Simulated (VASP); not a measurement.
Computed with SCAN meta-GGA, VASP's PBE PAW potentials (set 64) (plane waves; VASP).

VASP ran on this input.

### POSCAR
```
CdSe
1
    2.1500000000    -3.7239090000     0.0000000000
    2.1500000000     3.7239090000     0.0000000000
    0.0000000000     0.0000000000     7.0100000000
Cd Se
2 2
Direct
  0.6666670000   0.3333330000   0.5000000000
  0.3333330000   0.6666670000   0.0000000000
  0.6666670000   0.3333330000   0.8760000000
  0.3333330000   0.6666670000   0.3760000000
```

INCAR:
```
ALGO = Normal
EDIFF = 1E-6
ENCUT = 400
ISIF = 2
ISMEAR = 0
LASPH = .TRUE.
LCHARG = .FALSE.
LMAXMIX = 4
LMIXTAU = .TRUE.
LREAL = .FALSE.
LWAVE = .FALSE.
METAGGA = SCAN
NELM = 100
PREC = Accurate
SIGMA = 0.05
SYSTEM = CdSe
```

**KPOINTS**
```
Automatic mesh
0
Gamma
7 7 4
0 0 0
```

POTCAR, in this order: Cd Se (PBE.64 set). Program: vasp_std.

Q: What will the output report for the number of irreducible k-points (NKPTS), number of bands (NBANDS), largest plane-wave count, number of space-group operations, FFT grid (NGX, NGY, NGZ)?

A: 
```
Property                                      Result
--------------------------------------  ------------
number of irreducible k-points (NKPTS)            24
number of bands (NBANDS)                          22
largest plane-wave count                        2052
number of space-group operations                  12
FFT grid (NGX, NGY, NGZ)                28 × 28 × 48
```

The compound is CdSe in the wurtzite structure. The cell was not relaxed at this level. The run is one of a series of settings (GGA removed, LMIXTAU = .TRUE., METAGGA = SCAN against the base run), some of them coarse on purpose.
